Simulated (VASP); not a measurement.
# TiC: structure and properties in VASP, part 4 of 5

Aim: relax TiC, then compute properties on the relaxed cell. The start is a cell from a database of measured crystal structures.

VASP 6.6.1; LDA; plane waves and PAW (Ti_sv, C).

Still holding for the runs below: The k-mesh is coarse for a metal.

So far. Step 10 (Volume scan with LDA, volume scale 1): The pressure falls from 5.85 to -0.07 GPa, so it vanishes between these two volumes.

The database entry behind the starting cell differs from later determinations by our own check (0.1 to 0.3 % short, probably kX units), so it need not match the best structure at ambient conditions.

**11. Volume scan with LDA, volume scale 1.02**

INCAR reads:

```
SYSTEM = TiC
PREC = Accurate
ENCUT = 520
EDIFF = 1E-06
NELM = 100
ISMEAR = 0
SIGMA = 0.05
LREAL = .FALSE.
ALGO = Normal
GGA = CA
NBANDS = 14
LORBIT = 11
LWAVE = .FALSE.
LCHARG = .FALSE.
KPAR = 2
ISIF = 2
```

POSCAR reads:

```
TiC
1.0
    0.0000000000      2.1464411808      2.1464411808
    2.1464411808      0.0000000000      2.1464411808
    2.1464411808      2.1464411808      0.0000000000
Ti C
1 1
Direct
    0.0000000000      0.0000000000      0.0000000000
    0.5000000000      0.5000000000      0.5000000000
```

KPOINTS reads:

```
Automatic mesh
0
Gamma
9 9 9
0 0 0
```

The projector-augmented-wave data sets are Ti_sv and C (LDA family, release 64).

Command:

```console
$ mpirun -np 2 vasp_std
```

The program printed:

```text
[... set-up lines as in an earlier step ...]
 entering main loop
       N       E                     dE             d eps       ncg     rms          rms(c)
DAV:   1     0.114290650050E+03    0.11429E+03   -0.81391E+03   980   0.135E+03
DAV:   2    -0.181465788522E+02   -0.13244E+03   -0.12477E+03  1076   0.349E+02
DAV:   3    -0.256986234811E+02   -0.75520E+01   -0.74218E+01  1262   0.813E+01
DAV:   4    -0.260205985372E+02   -0.32198E+00   -0.32178E+00  1226   0.153E+01
[...]
DAV:  12    -0.205306331431E+02    0.53792E-04   -0.41221E-04  1166   0.212E-01    0.552E-02
DAV:  13    -0.205306151327E+02    0.18010E-04   -0.46791E-05  1142   0.567E-02    0.869E-03
DAV:  14    -0.205306149938E+02    0.13892E-06   -0.11521E-06   930   0.124E-02
   1 F= -.20530615E+02 E0= -.20530369E+02  d E =-.492196E-03
```

Run time: 12 s. Hardware: 2 MPI ranks of AMD EPYC 7R43, shared host; peak memory 0.2 GiB.

Parts of OUTCAR (step 11):

```text
  Total       -0.6642084     -0.6642084     -0.6642084      0.0000000      0.0000000     -0.0000000
  in kB      -53.8056594    -53.8056594    -53.8056594      0.0000000      0.0000000     -0.0000000
  external PRESSURE =     -53.8056594 kB  Pullay stress =       0.0000000 kB

 POSITION                                       TOTAL-FORCE (eV/Angst)
 -----------------------------------------------------------------------------------
      0.00000      0.00000      0.00000        -0.000000     -0.000000     -0.000000
      2.14644      2.14644      2.14644         0.000000      0.000000      0.000000
 -----------------------------------------------------------------------------------
    total drift:                                0.000000     -0.000000     -0.000000

  FREE ENERGIE OF THE ION-ELECTRON SYSTEM (eV)
  ---------------------------------------------------
  free  energy   TOTEN  =       -20.5306149938 eV

  energy  without entropy=      -20.5301227982  energy(sigma->0) =      -20.53036890

[... 1 part as in an earlier step ...]

[... 2 further parts left out ...]
[key lines of the parts left out:]
E-fermi :   9.5324
```

The pressure falls from -0.07 to -5.38 GPa.

The run ends at a pressure of -5.38 GPa.

**12. Volume scan with LDA, volume scale 1.04**

INCAR is that of step 11.

POSCAR reads:

```
TiC
1.0
    0.0000000000      2.1603795011      2.1603795011
    2.1603795011      0.0000000000      2.1603795011
    2.1603795011      2.1603795011      0.0000000000
Ti C
1 1
Direct
    0.0000000000      0.0000000000      0.0000000000
    0.5000000000      0.5000000000      0.5000000000
```

KPOINTS is that of step 11.

Command:

```console
$ mpirun -np 2 vasp_std
```

The program printed:

```text
[... set-up lines as in an earlier step ...]
 entering main loop
       N       E                     dE             d eps       ncg     rms          rms(c)
DAV:   1     0.116526161221E+03    0.11653E+03   -0.81084E+03   980   0.136E+03
DAV:   2    -0.177440230989E+02   -0.13427E+03   -0.12644E+03  1052   0.349E+02
DAV:   3    -0.256794505439E+02   -0.79354E+01   -0.77711E+01  1262   0.831E+01
DAV:   4    -0.260504190334E+02   -0.37097E+00   -0.37074E+00  1252   0.163E+01
[...]
DAV:  12    -0.205120377466E+02    0.23432E-03   -0.49026E-04  1346   0.315E-01    0.589E-02
DAV:  13    -0.205120174156E+02    0.20331E-04   -0.86679E-05  1148   0.852E-02    0.107E-02
DAV:  14    -0.205120165217E+02    0.89388E-06   -0.28484E-06  1114   0.196E-02
   1 F= -.20512017E+02 E0= -.20511793E+02  d E =-.446323E-03
```

Run time: 11 s. Hardware: 2 MPI ranks; peak memory 0.2 GiB.

From OUTCAR (step 12):

```text
  Total       -1.2865371     -1.2865371     -1.2865371      0.0000000      0.0000000      0.0000000
  in kB     -102.2145595   -102.2145595   -102.2145595      0.0000000      0.0000000      0.0000000
  external PRESSURE =    -102.2145595 kB  Pullay stress =       0.0000000 kB

 POSITION                                       TOTAL-FORCE (eV/Angst)
 -----------------------------------------------------------------------------------
      0.00000      0.00000      0.00000         0.000000      0.000000      0.000000
      2.16038      2.16038      2.16038         0.000000      0.000000     -0.000000
 -----------------------------------------------------------------------------------
    total drift:                                0.000000     -0.000000     -0.000000

  FREE ENERGIE OF THE ION-ELECTRON SYSTEM (eV)
  ---------------------------------------------------
  free  energy   TOTEN  =       -20.5120165217 eV

  energy  without entropy=      -20.5115701987  energy(sigma->0) =      -20.51179336

[... 1 part as in an earlier step ...]

[... 2 further parts left out ...]
[key lines of the parts left out:]
E-fermi :   9.2878
```

The pressure falls from -5.38 to -10.22 GPa.

The run ends at a pressure of -10.22 GPa.

**13. Volume scan with LDA, volume scale 1.06**

A prediction first. A parabola through the 6 pressures of evenly scaled cells so far, P = -0.06 -280.9 t +568 t² GPa with t = ln(V/V₁) and V₁ the volume at scale 1, gives -14.51 GPa at t = +0.0583.

INCAR is that of step 12.

POSCAR reads:

```
TiC
1.0
    0.0000000000      2.1741402511      2.1741402511
    2.1741402511      0.0000000000      2.1741402511
    2.1741402511      2.1741402511      0.0000000000
Ti C
1 1
Direct
    0.0000000000      0.0000000000      0.0000000000
    0.5000000000      0.5000000000      0.5000000000
```

KPOINTS is that of step 12.

Command:

```console
$ mpirun -np 2 vasp_std
```

The program printed:

```text
[... set-up lines as in an earlier step ...]
 entering main loop
       N       E                     dE             d eps       ncg     rms          rms(c)
DAV:   1     0.119455134318E+03    0.11946E+03   -0.82966E+03   980   0.138E+03
DAV:   2    -0.174878089767E+02   -0.13694E+03   -0.12773E+03  1052   0.347E+02
DAV:   3    -0.256910100253E+02   -0.82032E+01   -0.80555E+01  1352   0.833E+01
DAV:   4    -0.260660441051E+02   -0.37503E+00   -0.37493E+00  1170   0.164E+01
[...]
DAV:  13    -0.204822948679E+02    0.30268E-04   -0.10026E-04  1190   0.136E-01    0.166E-02
DAV:  14    -0.204822936925E+02    0.11754E-05   -0.74665E-06  1226   0.248E-02    0.362E-03
DAV:  15    -0.204822935630E+02    0.12954E-06   -0.24839E-07   622   0.579E-03
   1 F= -.20482294E+02 E0= -.20482065E+02  d E =-.457709E-03
```

Elapsed: 8 s, on 2 MPI ranks; peak memory 0.19 GiB.

OUTCAR, selected parts (step 13):

```text
  Total       -1.8695831     -1.8695831     -1.8695831      0.0000000      0.0000000     -0.0000000
  in kB     -145.7346071   -145.7346071   -145.7346071      0.0000000      0.0000000     -0.0000000
  external PRESSURE =    -145.7346071 kB  Pullay stress =       0.0000000 kB

 POSITION                                       TOTAL-FORCE (eV/Angst)
 -----------------------------------------------------------------------------------
      0.00000      0.00000      0.00000         0.000000      0.000000      0.000000
      2.17414      2.17414      2.17414        -0.000000     -0.000000     -0.000000
 -----------------------------------------------------------------------------------
    total drift:                                0.000000     -0.000000     -0.000000

  FREE ENERGIE OF THE ION-ELECTRON SYSTEM (eV)
  ---------------------------------------------------
  free  energy   TOTEN  =       -20.4822935630 eV

  energy  without entropy=      -20.4818358536  energy(sigma->0) =      -20.48206471

[... 1 part as in an earlier step ...]

[... 2 further parts left out ...]
[key lines of the parts left out:]
E-fermi :   9.0524
```

The pressure falls from -10.22 to -14.57 GPa. The parabola predicted -14.51 GPa, +0.07 GPa off.

**14. Side by side**

Times are for 2 MPI ranks of AMD EPYC 7R43, shared host. The series side by side:

| no. | volume scale | energy above the lowest point (meV/atom) | pressure (GPa) | time | memory (GiB) |
| --- | --- | --- | --- | --- | --- |
| 1 | 0.94 | 34.07 | 19.50 | 11 s | 0.19 |
| 2 | 0.96 | 14.75 | 12.33 | 12 s | 0.2 |
| 3 | 0.98 | 3.65 | 5.847 | 9.8 s | 0.18 |
| 4 | 1 | 0 | -0.06719 | 11 s | 0.17 |
| 5 | 1.02 | 3.14 | -5.381 | 12 s | 0.2 |
| 6 | 1.04 | 12.42 | -10.22 | 11 s | 0.2 |
| 7 | 1.06 | 27.29 | -14.57 | 8 s | 0.19 |

**15. Fit for LDA**

This step: Birch-Murnaghan fit, LDA; plane waves and PAW (VASP 6.6.1).

No new run; the numbers come from the runs before.

Numbers from this step:

```
pressure derivative of the bulk modulus : 3.828
r.m.s. error of the fit                 : 2.77e-6 eV/atom
minimum inside the sampled range        : yes
bulk modulus                            : 279.1 GPa
equilibrium volume of the fit           : 9.699 Å³/atom
```

The energy above the fitted minimum by volume:

| volume (Å³/atom) | energy above the fitted minimum (eV/atom) |
| --- | --- |
| 9.113 | 0.0341 |
| 9.307 | 0.0147 |
| 9.501 | 0.00364 |
| 9.695 | -2.8e-6 |
| 9.889 | 0.00313 |
| 10.083 | 0.0124 |
| 10.277 | 0.0273 |

The fitted volume lies +0.04 % from the relaxed one.

**16. Field gradients at the nuclei (LDA)**

This step: LDA; plane waves and PAW (Ti_sv, C) (VASP 6.6.1).

Field gradients probe how far the charge around each nucleus departs from cubic symmetry; LASPH keeps the non-spherical terms inside the spheres.

Changes to INCAR since step 13:

```diff
@@ -3,3 +3,3 @@
 ENCUT = 520
-EDIFF = 1E-06
+EDIFF = 1E-07
 NELM = 100
@@ -15,2 +15,3 @@
 KPAR = 2
-ISIF = 2
+LEFG = .TRUE.
+LASPH = .TRUE.
```

POSCAR reads:

```
TiC
1.0
    0.0000000000      2.1323194484      2.1323194484
    2.1323194484      0.0000000000      2.1323194484
    2.1323194484      2.1323194484      0.0000000000
Ti C
1 1
Direct
    0.0000000000      0.0000000000      0.0000000000
    0.5000000000      0.5000000000      0.5000000000
```

KPOINTS is that of step 13.

Command:

```console
$ mpirun -np 2 vasp_std
```

The program printed:

```text
[... set-up lines as in an earlier step ...]
 entering main loop
       N       E                     dE             d eps       ncg     rms          rms(c)
DAV:   1     0.116862192456E+03    0.11686E+03   -0.80831E+03   986   0.138E+03
[... 4 cycles as in an earlier step ...]
DAV:   6    -0.211810702282E+02    0.48012E+01   -0.13078E+01  1370   0.606E+01    0.693E+00
DAV:   7    -0.205833262541E+02    0.59774E+00   -0.22964E+00  1162   0.227E+01    0.536E+00
DAV:   8    -0.205519986334E+02    0.31328E-01   -0.11986E-01  1100   0.397E+00    0.344E+00
DAV:   9    -0.205395168617E+02    0.12482E-01   -0.10206E-01  1234   0.384E+00    0.675E-01
DAV:  10    -0.205387838061E+02    0.73306E-03   -0.10394E-02  1280   0.135E+00    0.629E-01
DAV:  11    -0.205369497461E+02    0.18341E-02   -0.56851E-03  1046   0.109E+00    0.150E-01
DAV:  12    -0.205369513396E+02   -0.15935E-05   -0.50298E-04  1064   0.249E-01    0.443E-02
DAV:  13    -0.205369403135E+02    0.11026E-04   -0.23461E-05  1232   0.447E-02    0.742E-03
DAV:  14    -0.205369401970E+02    0.11651E-06   -0.83426E-07  1152   0.972E-03    0.291E-03
DAV:  15    -0.205369400225E+02    0.17448E-06   -0.32352E-07  1196   0.109E-02    0.200E-03
DAV:  16    -0.205369399925E+02    0.29976E-07   -0.67251E-08   670   0.389E-03
ion   1
     0.0000000    -0.0000000    -0.0000000    -0.0000000     0.0000000     0.0000000
     0.0000422    -0.0000000    -0.0000000    -0.0000000     0.0000000     0.0000000
     0.0000581    -0.0000000    -0.0000000    -0.0000000     0.0000000     0.0000000
     0.0000800    -0.0000000    -0.0000000    -0.0000000     0.0000000     0.0000000
     0.0001102    -0.0000000    -0.0000000    -0.0000000     0.0000000     0.0000000

     0.0000000    -0.0000000    -0.0000000     0.0000000    -0.0000000     0.0000000
     0.0000422    -0.0000000    -0.0000000     0.0000000    -0.0000000     0.0000000
     0.0000581    -0.0000000    -0.0000000     0.0000000    -0.0000000     0.0000000
     0.0000800    -0.0000000    -0.0000000     0.0000000    -0.0000000     0.0000000
     0.0001102    -0.0000000    -0.0000000     0.0000000    -0.0000000     0.0000000

ion   2
     0.0000000     0.0000000     0.0000000     0.0000000     0.0000000    -0.0000000
     0.0000266     0.0000000     0.0000000     0.0000000     0.0000000    -0.0000000
     0.0000367     0.0000000     0.0000000     0.0000000     0.0000000    -0.0000000
     0.0000505     0.0000000     0.0000000     0.0000000     0.0000000    -0.0000000
     0.0000695     0.0000000     0.0000000     0.0000000     0.0000000    -0.0000000

     0.0000000     0.0000000     0.0000000     0.0000000     0.0000000    -0.0000000
     0.0000266     0.0000000     0.0000000     0.0000000     0.0000000    -0.0000000
     0.0000367     0.0000000     0.0000000     0.0000000     0.0000000    -0.0000000
     0.0000505     0.0000000     0.0000000     0.0000000     0.0000000    -0.0000000
     0.0000695     0.0000000     0.0000000     0.0000000     0.0000000    -0.0000000

   1 F= -.20536940E+02 E0= -.20536639E+02  d E =-.602366E-03
```

Elapsed: 8.6 s, on 2 MPI ranks; peak memory 0.2 GiB; 16 s of CPU time.

OUTCAR, selected parts (step 16):

```text
   NELECT =      16.0000    total number of electrons

 E-fermi :   9.7851

 k-point     1 :       0.0000    0.0000    0.0000
  band No.  band energies     occupation
      1     -45.9547      2.00000
      2     -22.3326      2.00000
      3     -22.3326      2.00000
      4     -22.3326      2.00000
      5      -2.6245      2.00000
      6      10.4387      0.00000
      7      10.4387      0.00000
      8      10.4387      0.00000
      9      11.5473      0.00000
     10      11.5473      0.00000
    ...

  Total        0.0002920      0.0002920      0.0002920      0.0000000      0.0000000      0.0000000
  in kB        0.0241311      0.0241311      0.0241311      0.0000000      0.0000000      0.0000000
  external PRESSURE =       0.0241311 kB  Pullay stress =       0.0000000 kB

 POSITION                                       TOTAL-FORCE (eV/Angst)
 -----------------------------------------------------------------------------------
      0.00000      0.00000      0.00000         0.000000      0.000000      0.000000
      2.13232      2.13232      2.13232         0.000000      0.000000      0.000000
 -----------------------------------------------------------------------------------
    total drift:                                0.000000     -0.000000     -0.000000

  FREE ENERGIE OF THE ION-ELECTRON SYSTEM (eV)
  ---------------------------------------------------
  free  energy   TOTEN  =       -20.5369399925 eV

  energy  without entropy=      -20.5363376261  energy(sigma->0) =      -20.53663881

 Electric field gradients after diagonalization (V/A^2)
 (convention: |V_zz| > |V_xx| > |V_yy|)
----------------------------------------------------------------------
 ion       V_xx      V_yy      V_zz     asymmetry (V_yy - V_xx)/ V_zz
----------------------------------------------------------------------
   1      -0.001    -0.001     0.002       0.000
   2       0.000     0.000    -0.000       0.000
----------------------------------------------------------------------

[... 9 parts as in an earlier step ...]

[... 8 further parts left out ...]
```

Numbers from this step:

| Item | Value |
| --- | --- |
| SCF cycles | 16 |
| free energy (TOTEN) | -20.54 eV |
| energy at zero smearing | -20.54 eV |
| Fermi energy | 9.785 eV |
| pressure | 0.002413 GPa |

Electric field gradients, by row:

| atom | Vxx (V/Å²) | Vyy (V/Å²) | Vzz (V/Å²) | asymmetry |
| --- | --- | --- | --- | --- |
| Ti1 | -0.001 | -0.001 | 0.002 | - |
| C2 | 0 | 0 | 0 | - |

All gradients vanish within the noise.

The run ends at a pressure of 0.00 GPa.

(Continued in part 5 of 5.)

[Lines on the potential files, build, host, timing and source positions are cut from VASP's logs without a mark.]

[Logs are printed without paths, hosts, clocks, repeated set-up lines and the standing remarks that a program may print on its own settings, such as how far it seeks lower states.]

[Hosts, paths, dates, database ids (printed as entryN), source tags and the programs' standing remarks are cut or masked in the printed files.]

[A measured line is paired with the nearest computed mode of its activity, which favours agreement.]
